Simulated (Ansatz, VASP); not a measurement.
# Cross-check of W (Tungsten) between VASP and Ansatz

Aim: how closely do two programs agree when they are given the same cell, functional and k mesh? The cell is taken from a series of VASP runs on this material, whose earlier steps may have relaxed, scaled or displaced it; both programs get it as it stands.

Method: plane waves, with VASP 6.6.1 beside it; relaxation of cell and atoms at PBE, in Ansatz 0.2.0.

## Step 1: The structure

It takes space group Im-3m (No. 229, cubic). Conventional cell: a = 3.165 Å, b = 3.165 Å, c = 3.165 Å, α = 90.00°, β = 90.00°, γ = 90.00°. Nearest to W lie 8 W at 2.74 Å.

## Step 2: VASP: relaxation of cell and atoms, PBE

The relaxed volume is the usual yardstick between codes: its relative difference is about their pressure difference at one cell divided by the bulk modulus.

Lines of VASP's logs that name or quote its potential files are left out, and so is its time.

File INCAR:

```
SYSTEM = W
PREC = Accurate
ENCUT = 450
EDIFF = 1E-06
NELM = 100
ISMEAR = 1
SIGMA = 0.1
LREAL = .FALSE.
ALGO = Normal
GGA = PE
NBANDS = 9
LORBIT = 11
LWAVE = .FALSE.
LCHARG = .FALSE.
KPAR = 2
IBRION = 2
NSW = 50
ISIF = 3
EDIFFG = -0.01
```

File POSCAR:

```
W
1.0
   -1.5823450000      1.5823450000      1.5823450000
    1.5823450000     -1.5823450000      1.5823450000
    1.5823450000      1.5823450000     -1.5823450000
W
1
Direct
    0.0000000000      0.0000000000      0.0000000000
```

File KPOINTS:

```
Automatic mesh
0
Gamma
12 12 12
0 0 0
```

PAW data sets: W (PBE family, release 64).

Started as:

```bash
> mpirun -np 2 vasp_std
```

Numbers of over 12 decimals in the logs are rounded to 6 here.

What it wrote:

```text
[banner, memory and clock lines left out]
running    2 mpi-ranks, on    1 nodes
 distrk:  each k-point on    1 cores,    2 groups
 distr:  one band on    1 cores,    1 groups

 POSCAR found type information on POSCAR W
 POSCAR found :  1 types and       1 ions
 LDA part: xc-table for (Slater+PW92), standard interpolation
 POSCAR, INCAR and KPOINTS ok, starting setup
 FFT: planning ... GRIDC
 FFT: planning ... GRID_SOFT
 FFT: planning ... GRID
 WAVECAR not read
 entering main loop
       N       E                     dE             d eps       ncg     rms          rms(c)
DAV:   1     0.615608535316E+01    0.61561E+01   -0.27445E+03  1304   0.507E+02
DAV:   2    -0.133038698056E+02   -0.19460E+02   -0.18736E+02  1513   0.123E+02
DAV:   3    -0.136973148114E+02   -0.39345E+00   -0.39221E+00  1558   0.139E+01
DAV:   4    -0.136982080695E+02   -0.89326E-03   -0.89323E-03  1504   0.687E-01
DAV:   5    -0.136982100622E+02   -0.19927E-05   -0.19928E-05  1457   0.300E-02    0.205E+01
DAV:   6    -0.132146489472E+02    0.48356E+00   -0.34728E-01  1414   0.382E+00    0.101E+01
DAV:   7    -0.130190491140E+02    0.19560E+00   -0.43487E-01  1477   0.410E+00    0.352E-01
DAV:   8    -0.130175366364E+02    0.15125E-02   -0.23442E-03  1393   0.368E-01    0.136E-01
DAV:   9    -0.130173162188E+02    0.22042E-03   -0.24585E-04  1527   0.761E-02    0.270E-02
DAV:  10    -0.130173155083E+02    0.71055E-06   -0.31502E-05  1522   0.389E-02    0.282E-02
DAV:  11    -0.130173128579E+02    0.26504E-05   -0.17743E-06  1340   0.105E-02    0.148E-03
DAV:  12    -0.130173128035E+02    0.54399E-07   -0.11893E-08   675   0.833E-04
   1 F= -.13017313E+02 E0= -.13017021E+02  d E =-.130173E+02
 curvature:   0.00 expect dE= 0.000E+00 dE for cont linesearch  0.000E+00
 trial: gam= 0.00000 g(F)=  0.951E-65 g(S)=  0.794E-02 ort = 0.000E+00 (trialstep = 0.100E+01)
 search vector abs. value=  0.794E-02
 bond charge predicted
       N       E                     dE             d eps       ncg     rms          rms(c)
DAV:   1    -0.130151308690E+02    0.21820E-02   -0.38736E-01  1302   0.442E+00    0.187E+00
DAV:   2    -0.130091702608E+02    0.59606E-02   -0.62863E-03  1437   0.589E-01    0.797E-01
DAV:   3    -0.130077777760E+02    0.13925E-02   -0.36507E-03  1639   0.371E-01    0.523E-02
DAV:   4    -0.130078044859E+02   -0.26710E-04   -0.30958E-05  1450   0.344E-02    0.184E-02
DAV:   5    -0.130078187066E+02   -0.14221E-04   -0.19853E-05  1445   0.217E-02    0.420E-03
DAV:   6    -0.130078190050E+02   -0.29844E-06   -0.11846E-07   760   0.302E-03
   2 F= -.13007819E+02 E0= -.13007716E+02  d E =0.949380E-02
 trial-energy change:    0.009494  1 .order    0.009309   -0.007944    0.026563
 step:   0.2246(harm=  0.2302)  dis= 0.00000  next Energy=   -13.018203 (dE=-0.890E-03)
 bond charge predicted
       N       E                     dE             d eps       ncg     rms          rms(c)
DAV:   1    -0.130225377509E+02   -0.14719E-01   -0.23699E-01  1302   0.351E+00    0.145E+00
DAV:   2    -0.130190432149E+02    0.34945E-02   -0.34360E-03  1456   0.427E-01    0.624E-01
DAV:   3    -0.130181526304E+02    0.89058E-03   -0.24167E-03  1647   0.306E-01    0.195E-02
DAV:   4    -0.130181653654E+02   -0.12735E-04   -0.11602E-05  1377   0.242E-02    0.167E-02
DAV:   5    -0.130181865067E+02   -0.21141E-04   -0.22913E-05  1469   0.239E-02    0.405E-03
DAV:   6    -0.130181868398E+02   -0.33314E-06   -0.16994E-07   750   0.303E-03
   3 F= -.13018187E+02 E0= -.13017928E+02  d E =-.874036E-03
 curvature:  -0.12 expect dE=-0.410E-08 dE for cont linesearch -0.410E-08
 trial: gam= 0.00000 g(F)=  0.105E-63 g(S)=  0.356E-07 ort =-0.168E-04 (trialstep = 0.845E+00)
 search vector abs. value=  0.357E-07
 reached required accuracy - stopping structural energy minimisation
```

Parts of OUTCAR (step 2):

```text
ion  position               nearest neighbor table
   1  0.000  0.000  0.000-

  LATTYP: Found a body centered cubic cell.
 ALAT       =     3.1646900000

 Subroutine GETGRP returns: Found 48 space group operations
 (whereof 48 operations were pure point group operations)

The static configuration has the point symmetry O_h .

 Found     72 irreducible k-points:

   k-points           NKPTS =     72   k-points in BZ     NKDIM =     72   number of bands    NBANDS=      9

   dimension x,y,z NGX =    20 NGY =   20 NGZ =   20
   dimension x,y,z NGXF=    40 NGYF=   40 NGZF=   40

   ENCUT  =  450.0 eV  33.07 Ry    5.75 a.u.   4.74  4.74  4.74*2*pi/ulx,y,z

   NELECT =       6.0000    total number of electrons

 k-points in reciprocal lattice and weights: Automatic mesh
   0.00000000  0.00000000  0.00000000       0.001
   0.08333333  0.00000000  0.00000000       0.007
   0.16666667  0.00000000  0.00000000       0.007
   0.25000000  0.00000000  0.00000000       0.007
   0.33333333  0.00000000  0.00000000       0.007
   0.41666667  0.00000000  0.00000000       0.007
   0.50000000  0.00000000  0.00000000       0.003
   0.08333333  0.08333333  0.00000000       0.014
   0.16666667  0.08333333  0.00000000       0.028
[...]
0.50000000  0.50000000  0.41666667       0.007
   0.50000000  0.50000000  0.50000000       0.001

 average (electrostatic) potential at core
       1 -38.0322

 E-fermi :   7.6269

 k-point     1 :       0.0000    0.0000    0.0000
  band No.  band energies     occupation
      1      -1.8356      2.00000
      2       6.5006      2.00000
      3       6.5006      2.00000
      4       6.5006      2.00000
      5       9.9344      0.00000
      6       9.9344      0.00000
      7      22.9412      0.00000
      8      22.9412      0.00000
      9      22.9412      0.00000

 k-point     2 :       0.0833    0.0000    0.0000
  band No.  band energies     occupation
      1      -1.5135      2.00000
      2       6.3050      2.00000
      3       6.4520      2.00000
      4       6.8225      2.00000
      5       9.6458      0.00000
      6       9.9412      0.00000
      7      23.2065      0.00000
      8      23.5040      0.00000
      9      23.6994      0.00000

 k-point     3 :       0.1667    0.0000    0.0000
  band No.  band energies     occupation
      1      -0.6249      2.00000
      2       5.8114      2.00000
      3       6.2084      2.00000
      4       7.7638     -0.06572
      5       9.2597     -0.00000
      6       9.9904      0.00000
      7      23.6098      0.00000
      8      25.0830      0.00000
    ...

  Total       -0.0004959     -0.0004959     -0.0004959     -0.0000000      0.0000000     -0.0000000
  in kB       -0.0497586     -0.0497586     -0.0497586     -0.0000000      0.0000000     -0.0000000
  external PRESSURE =      -0.0497586 kB  Pullay stress =       0.0000000 kB

  energy-cutoff  :      450.00
  volume of cell :       15.97
      direct lattice vectors                 reciprocal lattice vectors
    -1.586362563  1.586362563  1.586362563     0.000000000  0.315186460  0.315186460
     1.586362563 -1.586362563  1.586362563     0.315186460  0.000000000  0.315186460
     1.586362563  1.586362563 -1.586362563     0.315186460  0.315186460  0.000000000

 POSITION                                       TOTAL-FORCE (eV/Angst)
 -----------------------------------------------------------------------------------
      0.00000      0.00000     -0.00000        -0.000000      0.000000      0.000000
 -----------------------------------------------------------------------------------
    total drift:                                0.000000      0.000000     -0.000000

  FREE ENERGIE OF THE ION-ELECTRON SYSTEM (eV)
  ---------------------------------------------------
  free  energy   TOTEN  =       -13.0181868398 eV

  energy  without entropy=      -13.0174115780  energy(sigma->0) =      -13.01792842

 reached required accuracy - stopping structural energy minimisation

 total charge
# of ion       s       p       d       tot
------------------------------------------
    1        0.675   0.723   4.138   5.536

[... 3 further parts left out ...]
```

## Step 3: Ansatz: relaxation of cell and atoms, PBE

Ansatz runs on its default PAW (the set named soft_2) files.

The same cell, functional, mesh and smearing now go to Ansatz, which takes its cutoff from its data sets.

File input.yaml:

```yaml
crystal:
  lattice:
    - [-1.582345, 1.582345, 1.582345]
    - [1.582345, -1.582345, 1.582345]
    - [1.582345, 1.582345, -1.582345]
  atoms:
    - { symbol: W, position: [0.0, 0.0, 0.0] }
hamiltonian:
  xc: pbe
  pseudopotentials: { kind: paw }
kpoints:
  mp_grid: { grid: [12, 12, 12] }
scf:
  occupations: { method: methfessel_paxton, width: 0.1 }
relax:
  f_tol: 0.01
  max_steps: 60
  cell: { stress_tol: 0.05 }
output:
  forces: true
  stress: true
```

Started as:

```bash
> ansatz run input.yaml --threads 4 --pin off --max-ram 9216MiB --backend cpu --events-out ev --progress --plain --runs-dir out
```

What it wrote:

```text
Engine: ansatz 0.2.0, aarch64-unknown-linux-gnu
Pseudopotentials: kind: paw
Pseudopotential: W, paw, valence charge 14, recommended cutoff 420 eV (normal), W.paw.azcp
Functional definition: PBE
  parameter kappa = 0.804
  parameter beta = 0.066725
  exchange = pbe_x(kappa = kappa, mu = beta*pi^2/3)
  correlation = pbe_c(beta = beta)
Crystal: 1 atoms, lattice volume = 15.848 Å³
Basis set: ecut = 420 eV, 321 PW (Γ), exchange–correlation on 40×40×40 points (8 copies of the dense FFT grid, shifted against one another)
Bands: 11, of which v1, the nominal top of the filled ones, is band 7 counted from 1 (6 counted from 0)
Symmetry: 48 space group operations
Space group: Im-3m (ITA 229), of the structure as read, at distance tolerance 2.5e-5 Å
k-points: 72 of 1728
Non-local potential: W, projectors of the file, l = 0: 3, l = 1: 2, l = 2: 2, l = 3: 1
PAW form: soft (Blöchl's): semilocal exchange-correlation on the pseudo side does not see the compensation charge
PAW one-centre angular grid: W, 590 points (default); XC on 64 Gauss nodes
Initial density: superposition of atomic densities (neutral atoms: chi_scale 0, normalization atom), corrected by the library's trained network
Initial wavefunctions: pseudopotential atomic-orbital guess
Functional: x = pbe(κ = 0.804, μ = 0.219515), c = pbe(β = 0.066725)
SCF iter   1: F=—  HF=-10384.817790 eV  |F-HF|=—  |Δ(HF+E_count)|=         —  Δρ=1.70e-3  dr2=1.01e-4  ethr=1.77e-3  ⟨swp⟩=5.0  Hψ=4185  notcnv=0
preconditioner: auto → none  [metal: Δε(μ)=0.044 eV  Ē_g=9.064 eV  σ=0.100 eV  W_gap=0.36  n_scr=0 (ndim 8)  ℏωp=22.8 eV  f_vac=0.000  D(μ)=0.87/eV (n_scr^D=12)]
SCF iter   2: F=—  HF=-10384.817574 eV  |F-HF|=—  |Δ(HF+E_count)|=   2.17e-4  S|Δr|=    0.00e0  Δρ=9.11e-4  dr2=3.17e-5  ethr=7.19e-7  ⟨swp⟩=2.3  Hψ=1825  notcnv=0
SCF iter   3: F=—  HF=-10384.817602 eV  |F-HF|=—  |Δ(HF+E_count)|=   2.84e-5  S|Δr|=    0.00e0  Δρ=3.04e-4  dr2=1.23e-5  ethr=2.27e-7  ⟨swp⟩=2.0  Hψ=1274  notcnv=0
SCF iter   4: F=—  HF=-10384.817598 eV  |F-HF|=—  |Δ(HF+E_count)|=   4.18e-6  S|Δr|=    0.00e0  Δρ=1.60e-4  dr2=3.28e-6  ethr=8.81e-8  ⟨swp⟩=2.0  Hψ=1149  notcnv=0
SCF iter   5: F=-10384.817596 eV  HF=-10384.817596 eV  |F-HF|=6.40e-10  |Δ(HF+E_count)|=   1.56e-6  S|Δr|=    0.00e0  Δρ=1.02e-5  dr2=6.56e-9  ethr=7.14e-10  ⟨swp⟩=3.4  Hψ=3248  notcnv=0
SCF 1 converged in 5 iterations: F = -10384.817596 eV  dr2 = 6.56e-9
  greatest PAW one-centre occupation: 1.000 electrons in one spin orbital (limit 2), on the W atom at site 0 (counted from 0), in its partial waves of l = 0
relax step   1: F+E_penalty+E_count = -10384.81759636 eV  Δ(F+E_penalty+E_count) = +0.000e0 eV  max|allowed force component| = 0.000e0 eV/Å  Δτ_max = 0.0000 Å  P = +5.917 GPa  Ω = 15.848 Å³  (5 SCF iters, dr2 threshold 1.00e-7 eV, accepted)
[...]
relax step   2: F+E_penalty+E_count = -10384.78625559 eV  Δ(F+E_penalty+E_count) = +3.134e-2 eV  max|allowed force component| = 0.000e0 eV/Å  Δτ_max = 0.0000 Å  P = -13.592 GPa  Ω = 16.979 Å³  energy of the carried Pulay correction = -5.269e-4 eV  (4 SCF iters, dr2 threshold 1.00e-7 eV, rejected (line search))
[...]
relax step   3: F+E_penalty+E_count = -10384.82299107 eV  Δ(F+E_penalty+E_count) = -5.395e-3 eV  max|allowed force component| = 0.000e0 eV/Å  Δτ_max = 0.0000 Å  P = -0.379 GPa  Ω = 16.175 Å³  energy of the carried Pulay correction = -1.560e-4 eV  (6 SCF iters, accepted)
[...]
relax step   4: F+E_penalty+E_count = -10384.82302493 eV  Δ(F+E_penalty+E_count) = -3.386e-5 eV  max|allowed force component| = 0.000e0 eV/Å  Δτ_max = 0.0000 Å  P = -0.009 GPa  Ω = 16.154 Å³  energy of the carried Pulay correction = -1.465e-4 eV  (2 SCF iters, dr2 threshold 1.00e-7 eV, accepted)
[...]
relax step   5: F+E_penalty+E_count = -10384.82316816 eV  Δ(F+E_penalty+E_count) = -1.432e-4 eV  max|allowed force component| = 0.000e0 eV/Å  Δτ_max = 0.0000 Å  P = -0.011 GPa  Ω = 16.154 Å³  stress off target by 1.08e-2 GPa  SCF on the basis re-selected at this cell (its energy is not comparable with the rows above)  (5 SCF iters)
basis re-selected at this cell: Δ(F+E_penalty+E_count) = -1.432e-4 eV, ΔP = -0.002 GPa vs the last step (what re-selecting the basis moved, of the pressure what is left beyond the Pulay correction that the steps carried, after the strain that the cell walked since its last selection, with what the two solves' SCF thresholds leave and, on support functions, any second-order correction that the steps lacked; it is no measure of the basis error at this ecutwfc). This SCF's stress stands 1.08e-2 GPa from its target on what of the cell is left free (relax.cell.stress_tol is 5.00e-2 GPa) and its largest allowed force component is 0.00e0 eV/Å (relax.f_tol is 1.00e-2 eV/Å): [rest of the remark cut]
SCF converged after 5 iterations
Stability not checked: this state was not tested for a lower state beside it, because cold or Methfessel-Paxton smearing, or corrected tetrahedra, fill the levels in a way that the test cannot read (fill_not_monotonic; see scf.lower_state_search)
Free energy (F): -10384.823168 eV
Harris-Foulkes:  -10384.823168 eV  (|F-HF|=0.00e0)
Internal energy: -10384.822604 eV  (E = F + TS)
E sigma→0 (E₀):  -10384.823027 eV
Entropy (-TS):   -0.000565 eV (-0.565 meV/atom)
Fermi energy:    22.025802 eV
--- Per-component energies (eV) ---
  E_band       = -88.026845
  E_kinetic    = 449.409931
  E_local      = -611.443919  (includes V_loc(G=0)·N_el)
  E_nonlocal   = 0.173301
  E_hartree    = 218.645658
  E_xc         = -266.818926
  E_vxc        = -238.623831  (∫ρ·V_xc dr)
  E_paw        = -8562.361285  (= ΣΔE_a)
  E_vpaw       = -124.833577  (= ΣTr[D̂ρ^β])
  E_aug_tail   = -0.000064  (compensation charges beyond the density's cutoff)
  E_ewald      = -1612.427299
  E_smearing   = -0.000565  (= −TS)
  E_closure    = -0.000000  (closes the sum)
  Σ components = -10384.823168   (vs F -10384.823168, Δ=0.00e0)
--- Forces (eV/Å), atoms counted from 1 ---
  atom   1  W     -0.00000000     0.00000000     0.00000000
  max |Σ_I F_I| component: 1.15e-31 eV/Å
--- Stress (GPa, compression-positive) ---
       -0.010819      -0.000000       0.000000
       -0.000000      -0.010819      -0.000000
       -0.000000       0.000000      -0.010819
  P = ⅓ Tr σ = -0.0108 GPa (-0.108 kbar)
--- Relaxed structure (4 steps of the walk, 3 accepted, 1 SCFs on fresh bases) ---
  F+E_penalty+E_count = -10384.82316816 eV   max|allowed force component| = 0.000e0 eV/Å   (the final SCF, on the basis selected at the relaxed cell)
  cell:  # Å, volume = 16.1545 Å³
    - [-1.592493, 1.592493, 1.592493]
    - [1.592493, -1.592493, 1.592493]
    - [1.592493, 1.592493, -1.592493]
  atoms:
    - { symbol: W, position: [0.0, 0.0, 0.0] }
```

Run time: 1.9 s. Hardware: 4 threads of Arm Neoverse V1, shared host; peak memory 0.28 GiB; 4.6 s of CPU time.

## Step 4: Side by side

Known differences besides the potentials themselves: both relaxations stop at a tolerance, which leaves soft axes loose, and VASP keeps its plane-wave basis; the data sets hold 14 valence electrons in Ansatz (default PAW (the set named soft_2) files) and 6 in VASP; the cutoff is 420 eV in Ansatz and 450 eV in VASP; VASP leaves aspherical gradient terms in its spheres out (LASPH is not set), Ansatz keeps them; Ansatz adds a Pulay correction to the stress that steers its cell, VASP none. Total energies have different zeros and are not compared.

Both answers:

```tsv
quantity	Ansatz	VASP	difference
volume (Å³)	16.15	15.97	+1.16 %
edge a after relaxation, in the typed setting (Å)	2.758	2.748	+0.39 %
```

The walks stopped with -0.01 GPa left in Ansatz and 0.00 GPa in VASP; each walk ends within a tolerance, so the volume difference is uncertain by about these residues over the bulk modulus, most in soft cells.

## Step 5: Summary of results

```yaml
difference_in_volume_relaxation_of_cell_and_atoms_pbe: 1.2 %
```

What this shows: The difference in volume is 1.2 % (relaxation of cell and atoms, PBE), at about the 1.2 % picked in this series as the mark of a large difference, as far as the stopping tolerances let one tell. How closely two codes agree says nothing of how well the functional describes the real material.

[Lines on the potential files, build, host, timing and source positions are cut from VASP's logs without a mark.]

[Logs are printed without paths, hosts, clocks, repeated set-up lines and the standing remarks that a program may print on its own settings, such as how far it seeks lower states.]

[Hosts, paths, dates, database ids (printed as entryN), source tags and the programs' standing remarks are cut or masked in the printed files.]
